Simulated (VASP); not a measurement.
Consider the following.

```
Y
1.0
    1.81989    -3.15214     0.00000
    1.81989     3.15214     0.00000
    0.00000     0.00000     5.62186
Y
2
Direct
  0.33333   0.66667   0.25000
  0.66667   0.33333   0.75000
```

Computed with TPSS meta-GGA, VASP's PBE PAW potentials (set 64) (plane waves; VASP). Run with 520 eV cut-off, 13×13×7 Γ-centred mesh, tetrahedra with Blöchl corrections, potentials Y_sv.

Give the energies of bands 9 to 14 at the high-symmetry points, in eV from the Fermi level.

| band | Γ | M | K | A | L | H |
|---|---|---|---|---|---|---|
| 9 | -4.67 | -1.66 | -0.74 | -3.19 | -1.65 | -0.41 |
| 10 | -1.83 | -1.22 | -0.68 | -3.19 | -1.65 | -0.41 |
| 11 | 1.01 | -0.81 | -0.68 | 1.05 | 0.11 | -0.34 |
| 12 | 1.80 | -0.14 | -0.49 | 1.05 | 0.11 | -0.34 |
| 13 | 1.80 | 1.47 | 1.15 | 1.70 | 1.42 | 0.43 |
| 14 | 2.24 | 1.52 | 1.15 | 1.70 | 1.42 | 0.43 |

It has no gap at this level: it comes out as a metal or semimetal.

The compound is Y in the hcp structure. It was relaxed first.
